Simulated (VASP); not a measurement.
A convergence study with VASP on CaF2 (fluorite): one setting is varied, all else stays as given below, so the limit is that of these other settings.

```
CaF2
1.0
    0.00000     2.73000     2.73000
    2.73000     0.00000     2.73000
    2.73000     2.73000     0.00000
Ca F
1 2
Direct
  0.00000   0.00000   0.00000
  0.25000   0.25000   0.25000
  0.75000   0.75000   0.75000
```

Computed with LDA (Ceperley-Alder, Perdew-Zunger), VASP's LDA PAW potentials (set 64) (plane waves; VASP 6.6.1). The tightest run used: 700 eV cut-off, 12×12×12 Monkhorst-Pack mesh, Gaussian smearing of 0.050 eV, potentials Ca_sv F.

Problem. The settings run are 1×1×1 mesh; 2×2×2 mesh; 3×3×3 mesh; 4×4×4 mesh; 5×5×5 mesh; 6×6×6 mesh; 7×7×7 mesh; 8×8×8 mesh; 9×9×9 mesh; 10×10×10 mesh; 11×11×11 mesh; 12×12×12 mesh. From which on does the stress (every component) stay within 0.5 GPa of the tightest run?

Solution. From 2×2×2 mesh on: it is off by 0.02 there and by no more than 0.5 in any finer run, while 1×1×1 mesh is off by 8.53.
```csv
setting,E (eV/atom),pressure (GPa),irreducible k-points,difference judged (GPa)
1×1×1 mesh,-6.2829,-14.69,1,8.53
2×2×2 mesh,-6.3244,-6.19,2,0.02
3×3×3 mesh,-6.3223,-6.16,4,0.01
4×4×4 mesh,-6.3229,-6.17,10,0.00
5×5×5 mesh,-6.3230,-6.16,10,0.00
6×6×6 mesh,-6.3229,-6.17,28,0.00
7×7×7 mesh,-6.3229,-6.16,20,0.00
8×8×8 mesh,-6.3229,-6.17,60,0.00
9×9×9 mesh,-6.3229,-6.17,35,0.00
10×10×10 mesh,-6.3229,-6.17,110,0.00
11×11×11 mesh,-6.3229,-6.17,56,0.00
12×12×12 mesh,-6.3229,-6.17,182,0.00
```

Left out are rungs that failed or repeat a setting and relaxations that didn't move; long series are thinned to 24 rows.

The compound is CaF2 in the fluorite structure. The cell was not relaxed at this level.
